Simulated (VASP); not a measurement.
A run of VASP 6.6.1 is set up as follows.

File INCAR:

```
SYSTEM = Sn
  PREC = Accurate
  ENCUT = 600
  EDIFF = 1E-7
  ISMEAR = 0
  SIGMA = 0.03
  LREAL = .False.
  LASPH = .True.
  NELM = 80
  ALGO = Fast
  ISIF = 2
  LWAVE = .False.
  LCHARG = .False.
  GGA = PS
  IBRION = 2
  NSW = 40
  EDIFFG = -0.01
```

KPOINTS

```
Automatic mesh
0
Gamma
  10 10 10
  0 0 0
```

The input POSCAR:

```
Sn                                      
1.0
    0.0000000000      3.3326895229      3.3326895229
    3.3326895229      0.0000000000      3.3326895229
    3.3326895229      3.3326895229      0.0000000000
  Sn            
     2
Direct
     0.0000000000000000    0.0000000000000000    0.0000000000000000
     0.2500000000000000    0.2500000000000000    0.2500000000000000
```

Potentials or basis: VASP PAW PBE potentials, release 64 (Sn_d).

The run is started by

```bash
$ cat potpaw_PBE.64/Sn_d/POTCAR > POTCAR
$ mpirun -np 1 vasp_std > vasp.out
```

Question: Estimate the band gap on the k mesh.

Answer: None (metal or under the smearing width).

Final structure:
```
CELL_PARAMETERS angstrom
0.00000 3.33269 3.33269
3.33269 0.00000 3.33269
3.33269 3.33269 0.00000
ATOMIC_POSITIONS crystal
Sn 0.00000 0.00000 0.00000
Sn 0.25000 0.25000 0.25000
```

Caveat: the relaxation stopped at its first step, so nothing moved.
